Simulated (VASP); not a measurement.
# Sc2InSb3 (P-4m2) in VASP: a series of runs

The runs below take Sc2InSb3 through relaxation of cell and atoms, with PBE.

Everything below comes from runs of VASP 6.6.1. Logs are shortened: lines on timing, memory, paths and dates and some standing lists are left out, and cuts for length are marked.

### Step 1. Starting point

The structure is tetragonal, space group P-4m2 (No. 115). Conventional cell: a = 4.255 Å, b = 4.255 Å, c = 8.329 Å, α = 90.00°, β = 90.00°, γ = 90.00°. Sc (site symmetry 2mm) is surrounded by 7 Sb at 2.96 to 3.27 Å and 2 In at 3.27 Å. Around In (site symmetry -4m2) lie 4 Sb at 3.01 Å and 4 Sc at 3.27 Å. Sb (site symmetry -4m2) is surrounded by 4 In at 3.01 Å and 4 Sc at 3.27 Å. Sb (site symmetry 2mm) is surrounded by 5 Sc at 2.96 to 3.03 Å.

The cell was built by a generator and needn't be a form met in nature.

### Step 2. Relaxation of cell and atoms, PBE

INCAR reads:

```
SYSTEM = Sc2InSb3
PREC     = Accurate       ! precision mode
ENCUT    = 520            ! plane-wave cutoff, eV
EDIFF    = 1E-6           ! SCF threshold, eV
ISMEAR   = 0              ! smearing method
SIGMA    = 0.1            ! smearing width, eV
LREAL    = .FALSE.        ! projectors in reciprocal space
LASPH    = .TRUE.         ! aspherical terms in the spheres
NELM     = 120            ! most SCF steps
ALGO     = Normal         ! electronic algorithm
ISIF     = 3              ! what is computed and relaxed
LWAVE    = .FALSE.        ! write WAVECAR
LCHARG   = .FALSE.        ! write CHGCAR
GGA      = PE             ! functional
IBRION   = 2              ! ionic algorithm
NSW      = 90             ! ionic steps
EDIFFG   = -0.01          ! ionic threshold
KPAR     = 4
```

KPOINTS reads:

```
Automatic mesh
0
G
  8 8 4
  0 0 0
```

POSCAR reads:

```
Sc2InSb3
1.0
    4.2550000000      0.0000000000      0.0000000000
    0.0000000000      4.2550000000      0.0000000000
    0.0000000000      0.0000000000      8.3290000000
Sc In Sb
2 1 3
Direct
    0.0000000000      0.5000000000      0.7014047300
    0.5000000000      0.0000000000      0.2985952700
    0.0000000000      0.0000000000      0.0000000000
    0.5000000000      0.5000000000      0.0000000000
    0.0000000000      0.5000000000      0.3460199300
    0.5000000000      0.0000000000      0.6539800700
```

Potentials or basis: VASP PAW PBE potentials, release 64 (Sc_sv, In_d, Sb).

Started as:

```bash
> cat potpaw_PBE.64/Sc_sv/POTCAR potpaw_PBE.64/In_d/POTCAR potpaw_PBE.64/Sb/POTCAR > POTCAR
> mpirun -np 4 vasp_std > vasp.out
```

OUTCAR:

```text
SYSTEM = Sc2InSb3
   PREC = Accurate
   ENCUT = 520
   EDIFF = 1E-6
   ISMEAR = 0
   LREAL = .FALSE.
   LASPH = .TRUE.
   NELM = 120
   ISIF = 3
   GGA = PE
   IBRION = 2
   NSW = 90
   EDIFFG = -0.01

 ion  position               nearest neighbor table
   1  0.000  0.500  0.701-   5 2.96   6 3.03   6 3.03   6 3.03   6 3.03   3 3.27   4 3.27   4 3.27
                             3 3.27
   2  0.500  0.000  0.299-   6 2.96   5 3.03   5 3.03   5 3.03   5 3.03   3 3.27   3 3.27   4 3.27
                             4 3.27
   3  0.000  0.000  0.000-   4 3.01   4 3.01   4 3.01   4 3.01   2 3.27   2 3.27   1 3.27   1 3.27
                             5 3.58   6 3.58   6 3.58   5 3.58
   4  0.500  0.500  0.000-   3 3.01   3 3.01   3 3.01   3 3.01   2 3.27   1 3.27   1 3.27   2 3.27
                             5 3.58   6 3.58   5 3.58   6 3.58
   5  0.000  0.500  0.346-   1 2.96   2 3.03   2 3.03   2 3.03   2 3.03   3 3.58   4 3.58   4 3.58
                             3 3.58
   6  0.500  0.000  0.654-   2 2.96   1 3.03   1 3.03   1 3.03   1 3.03   4 3.58   4 3.58   3 3.58
                             3 3.58

  LATTYP: Found a simple tetragonal cell.
 ALAT       =     4.2550000000
 C/A-ratio  =     1.9574618096

  Lattice vectors:

 A1 = (   4.2550000000,   0.0000000000,   0.0000000000)
 A2 = (   0.0000000000,   4.2550000000,   0.0000000000)
 A3 = (   0.0000000000,   0.0000000000,   8.3290000000)

Analysis of symmetry for initial positions (statically):
=====================================================================
 Subroutine PRICEL returns:
 Original cell was already a primitive cell.

 Routine SETGRP: Setting up the symmetry group for a
 simple tetragonal supercell.

 Subroutine GETGRP returns: Found  8 space group operations
 (whereof  8 operations were pure point group operations)
 out of a pool of 16 trial point group operations.

The static configuration has the point symmetry D_2d.

Analysis of symmetry for dynamics (positions and initial velocities):
=====================================================================
 Subroutine PRICEL returns:
 Original cell was already a primitive cell.

 Routine SETGRP: Setting up the symmetry group for a
 simple tetragonal supercell.

 Subroutine GETGRP returns: Found  8 space group operations
 (whereof  8 operations were pure point group operations)
 out of a pool of 16 trial point group operations.

The dynamic configuration has the point symmetry D_2d.

 Subroutine INISYM returns: Found  8 space group operations
 (whereof  8 operations are pure point group operations),
 and found     1 'primitive' translations

----------------------------------------------------------------------------------------

                                     Primitive cell

  volume of cell :     150.7968

  direct lattice vectors                    reciprocal lattice vectors
     4.255000000  0.000000000  0.000000000     0.235017626  0.000000000  0.000000000
     0.000000000  4.255000000  0.000000000     0.000000000  0.235017626  0.000000000
     0.000000000  0.000000000  8.329000000     0.000000000  0.000000000  0.120062432

  length of vectors
     4.255000000  4.255000000  8.329000000     0.235017626  0.235017626  0.120062432

  position of ions in fractional coordinates (direct lattice)
     0.000000000  0.500000000  0.701404730
     0.500000000  0.000000000  0.298595270
     0.000000000  0.000000000  0.000000000
     0.500000000  0.500000000  0.000000000
     0.000000000  0.500000000  0.346019930
     0.500000000  0.000000000  0.653980070

  ion indices of the primitive-cell ions
   primitive index   ion index
                 1           1
                 2           2
                 3           3
                 4           4
                 5           5
                 6           6

----------------------------------------------------------------------------------------

 KPOINTS: Automatic mesh

Automatic generation of k-mesh.
 Grid dimensions read from file:
 generate k-points for:    8    8    4

 Generating k-lattice:

  Cartesian coordinates                     Fractional coordinates (reciprocal lattice)
     0.029377203  0.000000000  0.000000000     0.125000000  0.000000000  0.000000000
     0.000000000  0.029377203  0.000000000     0.000000000  0.125000000  0.000000000
     0.000000000  0.000000000  0.030015608     0.000000000  0.000000000  0.250000000

  Length of vectors
     0.029377203  0.029377203  0.030015608

  Shift w.r.t. Gamma in fractional coordinates (k-lattice)
     0.000000000  0.000000000  0.000000000

 Subroutine IBZKPT returns following result:
 ===========================================

 Found     45 irreducible k-points:

 Following reciprocal coordinates:
            Coordinates               Weight
  0.000000  0.000000  0.000000      1.000000
  0.125000  0.000000  0.000000      4.000000
  0.250000  0.000000  0.000000      4.000000
  0.375000  0.000000  0.000000      4.000000
  0.500000  0.000000  0.000000      2.000000
  0.125000  0.125000  0.000000      4.000000
[... 16 lines left out ...]
  0.375000  0.125000  0.250000     16.000000
  0.500000  0.125000  0.250000      8.000000
 [... further k-points ...]
   k-points           NKPTS =     45   k-points in BZ     NKDIM =     45   number of bands    NBANDS=     30
   number of dos      NEDOS =    301   number of ions     NIONS =      6
   total plane-waves  NPLWV =  65536
   dimension x,y,z NGX =    32 NGY =   32 NGZ =   64
   dimension x,y,z NGXF=    64 NGYF=   64 NGZF=  128
   ions per type =               2   1   3
   NGX,Y,Z   is equivalent  to a cutoff of  12.50, 12.50, 12.77 a.u.
   NGXF,Y,Z  is equivalent  to a cutoff of  25.01, 25.01, 25.55 a.u.
 SYSTEM =  Sc2InSb3
   PREC   = accura    normal or accurate (medium, high low for compatibility)
   ISTART =      0    job   : 0-new  1-cont  2-samecut
   ICHARG =      2    charge: 1-file 2-atom 10-const
   ISPIN  =      1    spin polarized calculation?
   LNONCOLLINEAR =      F non collinear calculations
   LSORBIT =      F    spin-orbit coupling
   LASPH  =      T    aspherical Exc in radial PAW
   ENCUT  =  520.0 eV  38.22 Ry    6.18 a.u.   7.91  7.91 15.49*2*pi/ulx,y,z
   NELM   =    120;   NELMIN=  2; NELMDL= -5     # of ELM steps
   EDIFF  = 0.1E-05   stopping-criterion for ELM
   LREAL  =      F    real-space projection
   EDIFFG = -.1E-01   stopping-criterion for IOM
   NSW    =     90    number of steps for IOM
   IBRION =      2    ionic relax: 0-MD 1-quasi-New 2-CG
   NFREE  =      1    steps in history (QN), initial steepest desc. (CG)
   ISIF   =      3    stress and relaxation
   ISYM   =      2    0-nonsym 1-usesym 2-fastsym
   POTIM  = 0.5000    time-step for ionic-motion
   TEBEG  =    0.0;   TEEND  =   0.0 temperature during run
   PSTRESS=    0.0 pullay stress
   NELECT =      50.0000    total number of electrons
   NUPDOWN=      -1.0000    fix difference up-down
   EMIN   =  10.00;   EMAX   =-10.00  energy-range for DOS
   EFERMI =   0.00;   METHOD = LEGACY
   ISMEAR =     0;   SIGMA  =   0.10  broadening in eV -4-tet -1-fermi 0-gaus
   EFERMI_NEDOS =   21; number of points for ismear=-14 and -15
   IALGO  =     38    algorithm
   IMIX   =      4    mixing-type and parameters
     AMIX     =   0.40;   BMIX     =  1.00
     AMIX_MAG =   1.60;   BMIX_MAG =  1.00
  volume/ion in A,a.u.               =      25.13       169.60
  Fermi-wavevector in a.u.,A,eV,Ry     =   1.133098  2.141245 17.468673  1.283911
  Thomas-Fermi vector in A             =   2.269800
   LORBIT       =      0    0 simple, 1 ext, 2 COOP (PROOUT), +10 PAW based schemes
   GGA     = PE    functional components
   LHFCALC =     F    Hartree Fock is set to
   AEXX    =    0.0000 exact exchange contribution
   IVDW    =     0    specifies the selected vdW correction
   LEPSILON=     F    determine dielectric tensor
   LRPA    =     F    only Hartree local field effects (RPA)
 conjugate gradient relaxation of ions
 non-spin polarized calculation
 Gauss-broadening in eV      SIGMA  =   0.10
  energy-cutoff  :      520.00
  volume of cell :      150.80
 maximum number of plane-waves:      4096
 NGX is ok and might be reduce to    32
   NGX = 15   NGY = 15   NGZ = 31

--------------------------------------- Ionic step        1  -------------------------------------------

 number of electron      50.0000021 magnetization

 Free energy of the ion-electron system (eV)
  ---------------------------------------------------
  ext. energy  EPLUGINS =         0.00000000
  ---------------------------------------------------
  free energy    TOTEN  =       -30.46385508 eV

  energy without entropy =      -30.44637900  energy(sigma->0) =      -30.45511704

------------------------ aborting loop because EDIFF is reached ----------------------------------------

  FORCE on cell =-STRESS in cart. coord.  units (eV):
  Direction    XX          YY          ZZ          XY          YZ          ZX
  --------------------------------------------------------------------------------------
  -------------------------------------------------------------------------------------
  Total       -0.5912277     -0.5912277      0.7055281      0.0000000      0.0000000      0.0000000
  in kB       -6.2816445     -6.2816445      7.4960573      0.0000000      0.0000000      0.0000000
  external PRESSURE =      -1.6890772 kB  Pullay stress =       0.0000000 kB
[... 101 lines left out ...]
  FREE ENERGIE OF THE ION-ELECTRON SYSTEM (eV)
  ---------------------------------------------------
  free  energy   TOTEN  =       -30.4714949132 eV

  energy  without entropy=      -30.4533584054  energy(sigma->0) =      -30.46242666

[... ionic steps 4 to 9 ...]

--------------------------------------- Ionic step       10  -------------------------------------------

 number of electron      50.0000022 magnetization

------------------------ aborting loop because EDIFF is reached ----------------------------------------
[... 75 lines left out ...]
--------------------------------------- Ionic step       12  -------------------------------------------

 number of electron      50.0000020 magnetization

 Free energy of the ion-electron system (eV)
  ---------------------------------------------------
  ext. energy  EPLUGINS =         0.00000000
  ---------------------------------------------------
  free energy    TOTEN  =       -30.47810906 eV

  energy without entropy =      -30.45868807  energy(sigma->0) =      -30.46839857

 E-fermi :   7.0084     XC(G=0): -10.2219

 val. band max:        7.0080291032   @ k =   0.5000   0.2500   0.0000
 cond. band min:       7.0143757003   @ k =   0.0000   0.0000   0.5000
 fundamental gap:      0.0063465972
 Fermi energy:         7.0084362093

 k-point     1 :       0.0000    0.0000    0.0000
  band No.  band energies     occupation
      1     -42.8449      2.00000
      2     -42.8445      2.00000
      3     -21.5132      2.00000
      4     -21.5047      2.00000
      5     -21.4861      2.00000
      6     -21.4861      2.00000
[... 781 lines left out ...]
     29       8.9269      0.00000
     30       8.9919      0.00000

 [... further k-points ...]

------------------------ aborting loop because EDIFF is reached ----------------------------------------

  FORCE on cell =-STRESS in cart. coord.  units (eV):
  Direction    XX          YY          ZZ          XY          YZ          ZX
  --------------------------------------------------------------------------------------
  -------------------------------------------------------------------------------------
  Total       -0.0021692     -0.0021692      0.0564184      0.0000000      0.0000000      0.0000000
  in kB       -0.0231297     -0.0231297      0.6015854      0.0000000      0.0000000      0.0000000
  external PRESSURE =       0.1851087 kB  Pullay stress =       0.0000000 kB
[... 21 lines left out ...]
  FREE ENERGIE OF THE ION-ELECTRON SYSTEM (eV)
  ---------------------------------------------------
  free  energy   TOTEN  =       -30.4781090608 eV

  energy  without entropy=      -30.4586880701  energy(sigma->0) =      -30.46839857

 reached required accuracy - stopping structural energy minimisation
```

Wall time 3.8 min (4 MPI ranks of Intel Xeon Platinum 8559C (Emerald Rapids), shared host); peak memory 0.4 GiB.

Results:

```
Free energy                            : -30.4781 eV
Relaxed volume                         : 25.04 Å³/atom
Relaxed cell                           : a = 4.215 Å, b = 4.215 Å, c = 8.459 Å, α = 90.00°, β = 90.00°, γ = 90.00°
Space group after relaxing (to 0.05 Å) : P-4m2 (No. 115)
Energy gained by relaxing              : 2.4 meV/atom
Ionic steps                            : 12
Pressure after relaxing                : 0.0 GPa
Largest force after relaxing           : 0.004 eV/Å
Band gap on the k mesh                 : none (metal or under the smearing width)
```

Forces on the atoms (eV/Å):
```
Sc   0.000  0.000  0.002
Sc   0.000  0.000 -0.002
In   0.000  0.000  0.000
Sb   0.000  0.000  0.000
Sb   0.000  0.000 -0.004
Sb   0.000  0.000  0.004
```

The path:
```
step  energy change (eV)  largest force (eV/Å)  pressure (GPa)  volume (Å³)
   1              0.0000                0.0952           -0.17       150.80
   2             -0.0069                0.0843            0.13       150.21
   3             -0.0076                0.0832            0.28       149.94
   4             -0.0092                0.0640           -0.07       150.82
   5             -0.0092                0.0622           -0.13       150.96
   6             -0.0103                0.0514           -0.11       150.87
   7             -0.0126                0.0447           -0.04       150.60
   8             -0.0135                0.0464            0.08       150.06
   9             -0.0138                0.0433            0.04       150.25
  10             -0.0141                0.0133           -0.11       150.58
  11             -0.0141                0.0162           -0.09       150.53
  12             -0.0143                0.0036            0.02       150.26
```

Final structure:
```
Sc In Sb
1.0
     4.21459    0.00000    0.00000
     0.00000    4.21459    0.00000
     0.00000    0.00000    8.45909
Sc In Sb
2 1 3
Direct
  0.00000 0.50000 0.70871
  0.50000 0.00000 0.29129
  0.00000 0.00000 0.00000
  0.50000 0.50000 0.00000
  0.00000 0.50000 0.35089
  0.50000 0.00000 0.64911
```

Spin-orbit coupling is left out, which matters for the levels of Sb.

### Step 3. Relaxation of cell and atoms, PBE

This run uses another cell than the first one, of 25.04 Å³/atom, 0.996 times its volume.

Changes to INCAR since step 2:

```diff
@@ -3,3 +3,3 @@
 ENCUT    = 520            ! plane-wave cutoff, eV
-EDIFF    = 1E-6           ! SCF threshold, eV
+EDIFF    = 1E-7           ! SCF threshold, eV
 ISMEAR   = 0              ! smearing method
@@ -15,4 +15,5 @@
 IBRION   = 2              ! ionic algorithm
-NSW      = 90             ! ionic steps
-EDIFFG   = -0.01          ! ionic threshold
+NSW      = 60             ! ionic steps
+EDIFFG   = -0.005         ! ionic threshold
+POTIM    = 0.3            ! step
 KPAR     = 4
```

KPOINTS is that of step 2.

POSCAR reads:

```
Sc2InSb3                                
1.0
    4.2145863519      0.0000000000      0.0000000000
    0.0000000000      4.2145863519      0.0000000000
    0.0000000000      0.0000000000      8.4590926592
  Sc              In              Sb            
     2     1     3
Direct
     0.0000000000000000    0.5000000000000000    0.7087118597915609
     0.5000000000000000    0.0000000000000000    0.2912881402084391
     1.0000000000000000    0.0000000000000000    0.0000000000000000
     0.5000000000000000    0.5000000000000000    0.0000000000000000
     0.0000000000000000    0.5000000000000000    0.3508852877520084
     0.5000000000000000    0.0000000000000000    0.6491147122479916
```

Potentials or basis: VASP PAW PBE potentials, release 64 (Sc_sv, In_d, Sb).

Started as:

```bash
> cat potpaw_PBE.64/Sc_sv/POTCAR potpaw_PBE.64/In_d/POTCAR potpaw_PBE.64/Sb/POTCAR > POTCAR
> mpirun -np 4 vasp_std > vasp.out
```

It took 75 s on 4 MPI ranks of Intel Xeon Platinum 8559C (Emerald Rapids), shared host; peak memory 0.38 GiB.

It converged, with:

* Free energy: -30.4780 eV
* Relaxed volume: 25.06 Å³/atom
* Relaxed cell: a = 4.215 Å, b = 4.215 Å, c = 8.465 Å, α = 90.00°, β = 90.00°, γ = 90.00°
* Space group after relaxing (to 0.05 Å): P-4m2 (No. 115)
* Energy gained by relaxing: 0.0 meV/atom
* Ionic steps: 3
* Pressure after relaxing: 0.0 GPa
* Band gap on the k mesh: none (metal or under the smearing width)

Final structure:
```
Sc In Sb
1.0
     4.21453    0.00000    0.00000
     0.00000    4.21453    0.00000
     0.00000    0.00000    8.46509
Sc In Sb
2 1 3
Direct
  0.00000 0.50000 0.70873
  0.50000 0.00000 0.29127
  0.00000 0.00000 0.00000
  0.50000 0.50000 0.00000
  0.00000 0.50000 0.35086
  0.50000 0.00000 0.64914
```

Levels at points of the mesh, in eV from the Fermi level:
```
           k point  band 21  band 22  band 23  band 24  band 25  band 26  band 27  band 28  band 29  band 30
(0.00, 0.00, 0.00)    -2.18    -0.95    -0.95    -0.37     0.57     0.57     0.68     1.37     1.51     1.55
(0.50, 0.00, 0.00)    -1.40    -1.39    -1.21    -0.29    -0.15     0.85     1.01     1.33     1.70     1.87
(0.50, 0.50, 0.00)    -3.11    -3.06    -2.30    -1.56    -1.56    -0.06     0.47     1.78     1.95     1.95
(0.00, 0.00, 0.50)    -1.08    -1.05    -1.05    -0.41     0.01     0.94     0.94     1.18     1.37     1.48
(0.50, 0.00, 0.50)    -2.15    -1.59    -1.43    -0.11    -0.06     0.49     1.09     1.83     1.86     1.91
(0.50, 0.50, 0.50)    -3.59    -1.78    -1.22    -0.96    -0.87    -0.87    -0.69     1.94     1.94     1.96
```
